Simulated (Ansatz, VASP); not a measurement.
# Mo2CSO (Mo2COS MXene monolayer): VASP beside Ansatz, part 2 of 2

Wanted: the spread between two codes on one cell, functional and k mesh. Of the first pair: The structure shown is the start of the Ansatz relaxation below; VASP solves that cell, so the two are compared at the walk's first step.

VASP 6.6.1 and Ansatz 0.2.0.

So far. Step 4 (Differences): The forces differ by 17 meV/Å r.m.s., which is 2.2 % of the r.m.s. force of 0.778 eV/Å (both taken over all components). With vacuum in the cell, a pressure given here is an average over mostly empty space and none of the material.

**5. Ansatz: relaxation, RPBE with D3(BJ)**

Level of this step: Ansatz beside VASP: Kohn-Sham DFT, plane waves, RPBE with D3(BJ) (Ansatz).

This run makes the geometry at which the two programs are then compared.

The structure compared here is the end of the Ansatz relaxation.

File input.yaml:

```yaml
crystal:
  lattice:
    - [3.024736, 0.0, 0.0]
    - [-1.512368, 2.6194982157, 0.0]
    - [0.0, 0.0, 23.1513579428]
  atoms:
    - { symbol: S, position: [0.3333333333, 0.6666666667, 0.3887460953] }
    - { symbol: Mo, position: [0.6666666667, 0.3333333333, 0.4621049905] }
    - { symbol: C, position: [0.0, 0.0, 0.5136561887] }
    - { symbol: Mo, position: [0.3333333333, 0.6666666667, 0.5652073868] }
    - { symbol: O, position: [0.6666666667, 0.3333333333, 0.6112539047] }
  periodic: [true, true, false]
kpoints:
  mp_grid: { grid: [12, 12, 1] }
hamiltonian:
  xc: rpbe
  dispersion: d3bj
scf:
  occupations: { method: fermi_dirac, width: 0.05 }
  convergence: { dr2_threshold: 1.0e-09 }
relax:
  f_tol: 0.004
  max_steps: 90
  cell: {}
output:
  write_potential: true
  write_density: true
  volumetric_format: npy
```

Command:

```
ansatz run input.yaml --threads 2 --pin off --max-ram 3072MiB --backend cpu --events-out ev --progress --plain --runs-dir out
```

Numbers of over 12 decimals in the logs are rounded to 6 here.

The log of the run:

```text
[...]
SCF iter   9: F=-11662.600279 eV  HF=-11662.600279 eV  |F-HF|=2.93e-10  |Δ(HF+E_count)|=   6.57e-9  Δρ=2.62e-7  dr2=1.75e-10  ethr=2.27e-12  ⟨swp⟩=14.1  Hψ=5059  notcnv=0
SCF 5 converged in 9 iterations: F = -11662.600279 eV  dr2 = 1.75e-10
[...]
cell:  # Å, volume = 270.1727 Å³
    - [3.024551, 0.0, 0]
    - [-1.512276, 2.619338, 0]
    - [0, 0, 34.102716]
  atoms:
    - { symbol: S, position: [0.333333, 0.666667, 0.266731] }
    - { symbol: Mo, position: [0.666667, 0.333333, 0.315812] }
    - { symbol: C, position: [0, 0, 0.348162] }
    - { symbol: Mo, position: [0.333333, 0.666667, 0.380108] }
    - { symbol: O, position: [0.666667, 0.333333, 0.414178] }
[key lines of the parts left out:]
SCF converged after 3 iterations
Free energy (F): -11662.600256 eV
Fermi energy:    -5.601452 eV
P = ½ c Tr σ = 0.0028 N/m
```

**6. VASP: single point, RPBE with D3(BJ), relaxed cell, pair 2**

The same cell, functional, mesh and smearing now go to VASP, with its own data sets.

File INCAR:

```
SYSTEM = Mo2CSO
PREC = Accurate
ENCUT = 520
EDIFF = 1E-06
NELM = 120
ISMEAR = -1
SIGMA = 0.05
LREAL = .FALSE.
ALGO = Normal
GGA = RP
IVDW = 12
NBANDS = 28
LASPH = .TRUE.
LORBIT = 11
LWAVE = .FALSE.
LCHARG = .FALSE.
ISIF = 2
LDIPOL = .TRUE.
IDIPOL = 3
DIPOL = 0.5 0.5 0.345
LVHAR = .TRUE.
GGA_COMPAT = .FALSE.
NELMDL = -8
KPAR = 2
```

File POSCAR:

```
Mo2CSO
1.0
    3.0245511306      0.0000000000      0.0000000000
   -1.5122755653      2.6193381141      0.0000000000
    0.0000000000      0.0000000000     34.1027158810
S Mo C O
1 2 1 1
Direct
    0.3333333333      0.6666666667      0.2667314546
    0.6666666666      0.3333333334      0.3158120525
    0.3333333333      0.6666666667      0.3801078448
    1.0000000000      0.0000000000      0.3481616361
    0.6666666666      0.3333333334      0.4141778602
```

File KPOINTS:

```
Automatic mesh
0
Gamma
12 12 1
0 0 0
```

Potentials, in the order of the species: S, Mo_sv, C and O (PBE family, release 64).

Command:

```
mpirun -np 2 vasp_std
```

The log of the run:

```text
[banner, memory and clock lines left out]
running    2 mpi-ranks, on    1 nodes
[...]
[... a notice as in an earlier step ...]

 LDA part: xc-table for (Slater+PW92), standard interpolation
 POSCAR, INCAR and KPOINTS ok, starting setup
[...]
entering main loop
       N       E                     dE             d eps       ncg     rms          rms(c)
DAV:   1     0.401549514470E+03    0.40155E+03   -0.24125E+04  1400   0.128E+03
DAV:   2    -0.151194400233E+02   -0.41667E+03   -0.40854E+03  1364   0.335E+02
DAV:   3    -0.469589122745E+02   -0.31839E+02   -0.30962E+02  1268   0.875E+01
DAV:   4    -0.479587282180E+02   -0.99982E+00   -0.98715E+00  1384   0.150E+01
[...]
DAV:  26    -0.404702692541E+02   -0.44242E-05   -0.13038E-07   664   0.242E-03    0.120E-03
DAV:  27    -0.404702836581E+02   -0.14404E-04   -0.43994E-07   760   0.225E-03    0.136E-03
DAV:  28    -0.404702836740E+02   -0.15881E-07   -0.32875E-08   620   0.107E-03
   1 F= -.50022687E+02 E0= -.50018553E+02  d E =-.826674E-02
```

Parts of OUTCAR (step 6):

```text
 Edisp (eV)   -9.55240

  Total       0.12170     0.12170     0.05310     0.00000     0.00000    -0.00000
  in kB       0.72169     0.72169     0.31491     0.00000     0.00000    -0.00000
  external pressure =        0.59 kB  Pullay stress =        0.00 kB

 POSITION                                       TOTAL-FORCE (eV/Angst)
 -----------------------------------------------------------------------------------
     -0.00000      1.74623      9.09627        -0.000000     -0.000000      0.023659
      1.51228      0.87311     10.77005         0.000000     -0.000000     -0.069624
     -0.00000      1.74623     12.96271        -0.000000      0.000000      0.005010
      0.00000      0.00000     11.87326        -0.000000     -0.000000      0.002063
      1.51228      0.87311     14.12459         0.000000      0.000000      0.038892
 -----------------------------------------------------------------------------------
    total drift:                                0.000001     -0.000001      0.000338

  FREE ENERGIE OF THE ION-ELECTRON SYSTEM (eV)
  ---------------------------------------------------
  free  energy   TOTEN  =       -50.0226866147 eV

  energy  without entropy=      -50.0144198779  energy(sigma->0) =      -50.01855325

[... 1 part as in an earlier step ...]

[... 2 further parts left out ...]
[key lines of the parts left out:]
E-fermi :  -2.0596
```

**7. Differences**

Forces (eV/Å; atoms numbered as in POSCAR):

```
atom        Ansatz x, y, z          VASP x, y, z
  S1   0.000, 0.000, 0.001   0.000, 0.000, 0.024
 Mo2  0.000, 0.000, -0.002  0.000, 0.000, -0.070
 Mo3   0.000, 0.000, 0.000   0.000, 0.000, 0.005
  C4   0.000, 0.000, 0.001   0.000, 0.000, 0.002
  O5   0.000, 0.000, 0.000   0.000, 0.000, 0.039
```

The forces differ by 21 meV/Å r.m.s., where the r.m.s. force is 0.001 eV/Å in Ansatz and 0.022 eV/Å in VASP: the atoms lie near their places of rest in Ansatz, so a percentage would say little (all taken over all components). With vacuum in the cell, a pressure given here is an average over mostly empty space and none of the material.

**8. What came out**

- r.m.s. force difference (single point, RPBE with D3(BJ), start cell, pair 1): 2.2 % of the r.m.s. force
- r.m.s. force difference (single point, RPBE with D3(BJ), relaxed cell, pair 2): 21 meV/Å

What this shows: The r.m.s. force difference is 21 meV/Å (single point, RPBE with D3(BJ), relaxed cell, pair 2), beyond the 12 meV/Å picked in this series as the mark of a large difference. What causes the difference of the single point, RPBE with D3(BJ), relaxed cell, pair 2 pair stays open here. Such differences can come from data sets, numerical settings and the points named under the comparisons, not from the functional's error against experiment.

[Lines on the potential files, build, host, timing and source positions are cut from VASP's logs without a mark.]

[Logs are printed without paths, hosts, clocks, repeated set-up lines and the standing remarks that a program may print on its own settings, such as how far it seeks lower states.]

[Hosts, paths, dates, database ids (printed as entryN), source tags and the programs' standing remarks are cut or masked in the printed files.]
